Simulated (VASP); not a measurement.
# Be4Ag (Pm-3m) in VASP: a series of runs, part 2 of 2

VASP 6.6.1. The steps go on from the part before.

### 3 Relaxation of cell and atoms, PBE (species swapped into the Mn4N type (Pm-3m, No. 221))

INCAR

```
SYSTEM = Be4Ag
ALGO     = Fast           ! electronic algorithm
EDIFF    = 1E-6           ! SCF threshold, eV
EDIFFG   = -0.01          ! ionic threshold
ENCUT    = 600            ! plane-wave cutoff, eV
GGA      = PE             ! functional
IBRION   = 2              ! ionic algorithm
ISIF     = 3              ! what is computed and relaxed
ISMEAR   = 0              ! smearing method
LASPH    = .TRUE.         ! aspherical terms in the spheres
LCHARG   = .FALSE.        ! write CHGCAR
LREAL    = .FALSE.        ! projectors in reciprocal space
LWAVE    = .FALSE.        ! write WAVECAR
NELM     = 100            ! most SCF steps
NSW      = 100            ! ionic steps
PREC     = Accurate       ! precision mode
SIGMA    = 0.1            ! smearing width, eV
```

KPOINTS

```
k-points
0
G
  10 10 10
  0 0 0
```

POSCAR

```
Be4Ag
1.0
    3.8493999852      0.0000000000      0.0000000000
    0.0000000000      3.8493999852      0.0000000000
    0.0000000000      0.0000000000      3.8493999852
Be Ag
4 1
Direct
    0.5000000000      0.5000000000      0.5000000000
    0.0000000000      0.5000000000      0.5000000000
    0.5000000000      0.0000000000      0.5000000000
    0.5000000000      0.5000000000      0.0000000000
    0.0000000000      0.0000000000      0.0000000000
```

Potentials or basis: VASP PAW PBE potentials, release 64 (Be, Ag).

Run with:

```sh
> cat potpaw_PBE.64/Be/POTCAR potpaw_PBE.64/Ag/POTCAR > POTCAR
> mpirun -np 1 vasp_std > vasp.out
```

OUTCAR:

```text
SYSTEM = Be4Ag
   EDIFF = 1E-6
   EDIFFG = -0.01
   ENCUT = 600
   GGA = PE
   IBRION = 2
   ISIF = 3
   ISMEAR = 0
   LASPH = .TRUE.
   LREAL = .FALSE.
   NELM = 100
   NSW = 100
   PREC = Accurate

 ion  position               nearest neighbor table
   1  0.500  0.500  0.500-   2 1.92   3 1.92   4 1.92   4 1.92   3 1.92   2 1.92
   2  0.000  0.500  0.500-   1 1.92   1 1.92   5 2.72   5 2.72   5 2.72   5 2.72
   3  0.500  0.000  0.500-   1 1.92   1 1.92   5 2.72   5 2.72   5 2.72   5 2.72
   4  0.500  0.500  0.000-   1 1.92   1 1.92   5 2.72   5 2.72   5 2.72   5 2.72
[... 594 lines left out ...]
  -------------------------------------------------------------------------------------
  Total        0.0332496      0.0332496      0.0332496     -0.0000000      0.0000000     -0.0000000
  in kB        0.9339381      0.9339381      0.9339381     -0.0000000      0.0000000     -0.0000000
  external PRESSURE =       0.9339381 kB  Pullay stress =       0.0000000 kB

 VOLUME and BASIS-vectors are now :
 -----------------------------------------------------------------------------
  energy-cutoff  :      600.00
  volume of cell :       57.04
      direct lattice vectors                 reciprocal lattice vectors
     3.849399985  0.000000000  0.000000000     0.259780746  0.000000000  0.000000000
     0.000000000  3.849399985  0.000000000     0.000000000  0.259780746  0.000000000
     0.000000000  0.000000000  3.849399985     0.000000000  0.000000000  0.259780746

 POSITION                                       TOTAL-FORCE (eV/Angst)
 -----------------------------------------------------------------------------------
      1.92470      1.92470      1.92470         0.000000      0.000000      0.000000
      0.00000      1.92470      1.92470         0.000000      0.000000      0.000000
      1.92470      0.00000      1.92470         0.000000      0.000000      0.000000
      1.92470      1.92470      0.00000         0.000000      0.000000      0.000000
      0.00000      0.00000      0.00000         0.000000      0.000000      0.000000
 -----------------------------------------------------------------------------------
    total drift:                               -0.000000      0.000000      0.000000

  FREE ENERGIE OF THE ION-ELECTRON SYSTEM (eV)
  ---------------------------------------------------
  free  energy   TOTEN  =       -14.9980870468 eV

  energy  without entropy=      -14.9934760765  energy(sigma->0) =      -14.99578156

 reached required accuracy - stopping structural energy minimisation
```

OSZICAR:

```text
N       E                     dE             d eps       ncg     rms          rms(c)
DAV:   1     0.710170673999E+02    0.71017E+02   -0.88115E+03  1480   0.139E+03
DAV:   2    -0.154431714753E+02   -0.86460E+02   -0.81476E+02  1626   0.249E+02
DAV:   3    -0.190423680467E+02   -0.35992E+01   -0.35323E+01  1943   0.549E+01
DAV:   4    -0.190913415035E+02   -0.48973E-01   -0.48923E-01  1616   0.710E+00
DAV:   5    -0.190924282045E+02   -0.10867E-02   -0.10857E-02  1979   0.888E-01    0.965E+00
RMM:   6    -0.154144101895E+02    0.36780E+01   -0.24359E+01  1456   0.357E+01    0.104E+01
RMM:   7    -0.150386085992E+02    0.37580E+00   -0.26017E+00  1457   0.134E+01    0.272E+00
RMM:   8    -0.149953325803E+02    0.43276E-01   -0.42463E-01  1467   0.555E+00    0.586E-01
RMM:   9    -0.149983778921E+02   -0.30453E-02   -0.47702E-02  1479   0.166E+00    0.418E-01
RMM:  10    -0.149981742764E+02    0.20362E-03   -0.59175E-03  1460   0.598E-01    0.124E-01
RMM:  11    -0.149980647477E+02    0.10953E-03   -0.16031E-03  1466   0.278E-01    0.639E-02
RMM:  12    -0.149980820958E+02   -0.17348E-04   -0.42705E-04  1473   0.117E-01    0.282E-02
RMM:  13    -0.149980874208E+02   -0.53251E-05   -0.51323E-05  1452   0.650E-02    0.704E-03
RMM:  14    -0.149980867292E+02    0.69166E-06   -0.24221E-05  1303   0.280E-02    0.386E-03
RMM:  15    -0.149980870468E+02   -0.31761E-06   -0.40934E-06  1010   0.153E-02
   1 F= -.14998087E+02 E0= -.14995782E+02  d E =-.149981E+02
```

CONTCAR:

```text
Be4Ag
   1.00000000000000
     3.8493999851999998    0.0000000000000000    0.0000000000000000
     0.0000000000000000    3.8493999851999998    0.0000000000000000
     0.0000000000000000    0.0000000000000000    3.8493999851999998
  Be              Ag
     4     1
Direct
     0.5000000000000000    0.5000000000000000    0.5000000000000000
     0.0000000000000000    0.5000000000000000    0.5000000000000000
     0.5000000000000000    0.0000000000000000    0.5000000000000000
     0.5000000000000000    0.5000000000000000    0.0000000000000000
     0.0000000000000000    0.0000000000000000    0.0000000000000000

  0.00000000E+00  0.00000000E+00  0.00000000E+00
  0.00000000E+00  0.00000000E+00  0.00000000E+00
  0.00000000E+00  0.00000000E+00  0.00000000E+00
  0.00000000E+00  0.00000000E+00  0.00000000E+00
  0.00000000E+00  0.00000000E+00  0.00000000E+00
```

Run time: 24 s. Hardware: 1 thread of Intel Xeon Platinum 8559C (Emerald Rapids), shared host; peak memory 0.2 GiB.

Results:

```
Free energy             : -14.9981 eV
Pressure after relaxing : 0.1 GPa
Band gap on the k mesh  : none (metal or under the smearing width)
```

Final structure:
```
Be Ag
1.0
     3.84940    0.00000    0.00000
     0.00000    3.84940    0.00000
     0.00000    0.00000    3.84940
Be Ag
4 1
Direct
  0.50000 0.50000 0.50000
  0.00000 0.50000 0.50000
  0.50000 0.00000 0.50000
  0.50000 0.50000 0.00000
  0.00000 0.00000 0.00000
```

Levels at points of the mesh, in eV from the Fermi level:
```tsv
k point	band 5	band 6	band 7	band 8	band 9	band 10	band 11	band 12	band 13
(0.00, 0.00, 0.00)	-4.65	-4.65	-2.52	-2.52	-2.52	2.29	3.58	3.58	6.26
(0.50, 0.00, 0.00)	-5.21	-4.63	-4.24	-0.53	-0.53	2.12	2.12	2.94	4.08
(0.50, 0.50, 0.00)	-4.67	-4.67	-4.44	-3.28	-2.88	-0.31	4.63	4.75	4.75
(0.50, 0.50, 0.50)	-4.40	-4.40	-2.30	-2.30	-2.30	-0.95	-0.95	-0.95	0.72
```

Caveat: the relaxation stopped at its first step, so nothing moved.

### 4 Single point, PBE (species swapped into the Mn4N type (Pm-3m, No. 221))

INCAR

```
SYSTEM = Be4Ag
  PREC = Accurate
  ENCUT = 520
  EDIFF = 1E-7
  ISMEAR = 0
  SIGMA = 0.1
  LREAL = .FALSE.
  LASPH = .TRUE.
  NELM = 100
  ALGO = Normal
  ISIF = 2
  LWAVE = .FALSE.
  LCHARG = .TRUE.
  GGA = PE
  LELF = .TRUE.
  LVHAR = .TRUE.
  NBANDS = 18
```

KPOINTS

```
Automatic mesh
0
G
  6 6 6
  0 0 0
```

POSCAR, as its differences from that of step 3:

```diff
@@ -2,5 +2,5 @@
 1.0
-    3.8493999852      0.0000000000      0.0000000000
-    0.0000000000      3.8493999852      0.0000000000
-    0.0000000000      0.0000000000      3.8493999852
+    3.5856524300      0.0000000000      0.0000000000
+    0.0000000000      3.5856524300      0.0000000000
+    0.0000000000      0.0000000000      3.5856524300
 Be Ag
```

Run with:

```sh
> cat potpaw_PBE.64/Be/POTCAR potpaw_PBE.64/Ag/POTCAR > POTCAR
> mpirun -np 1 vasp_std > vasp.out
```

It took 14 s on 1 thread of Intel Xeon Platinum 8559C (Emerald Rapids), shared host; peak memory 0.16 GiB.

The run converged. Its results:

```
Free energy            : -14.2146 eV
Pressure               : 27.2 GPa
Band gap on the k mesh : none (metal or under the smearing width)
```

Levels at points of the mesh, in eV from the Fermi level:
| k point | band 6 | band 7 | band 8 | band 9 | band 10 | band 11 | band 12 | band 13 |
| --- | --- | --- | --- | --- | --- | --- | --- | --- |
| (0.00, 0.00, 0.00) | -5.43 | -3.35 | -3.35 | -3.35 | 3.18 | 4.67 | 4.67 | 6.64 |
| (0.50, 0.00, 0.00) | -5.38 | -4.86 | -0.74 | -0.74 | 1.96 | 1.96 | 3.25 | 5.16 |
| (0.50, 0.50, 0.00) | -5.59 | -5.10 | -3.44 | -3.36 | -0.73 | 5.18 | 5.18 | 5.24 |
| (0.50, 0.50, 0.50) | -5.05 | -3.22 | -3.22 | -3.22 | -0.71 | -0.71 | -0.71 | 0.93 |

Caveat: so large a pressure means that the cell lies far from this level's equilibrium, or that cutoff or potentials fall short.

### 5 The runs side by side

| task | cell | k mesh | cutoff (eV) | gap on the mesh (eV) | pressure (GPa) |
| --- | --- | --- | --- | --- | --- |
| single point | species swapped into the Mn4N type (Pm-3m, No. 221) | 10 × 10 × 10 | 520 | none | 0.1 |
| relaxation of cell and atoms | relaxed from: species swapped into the Mn4N type (Pm-3m, No. 221) | 10 × 10 × 10 | 600 | none | 0.1 |
| single point | species swapped into the Mn4N type (Pm-3m, No. 221) | 6 × 6 × 6 | 520 | none | 27.2 |

Alike in all rows: level PBE; potentials or basis VASP PAW PBE potentials, release 64 (Be, Ag); no spin polarisation; smearing gaussian 0.1 eV.

Caveats: the relaxation stopped at its first step, so nothing moved (some runs); so large a pressure means that the cell lies far from this level's equilibrium, or that cutoff or potentials fall short (some runs).

Total energies depend on the potentials used, so only differences within one code and one set of settings carry meaning.
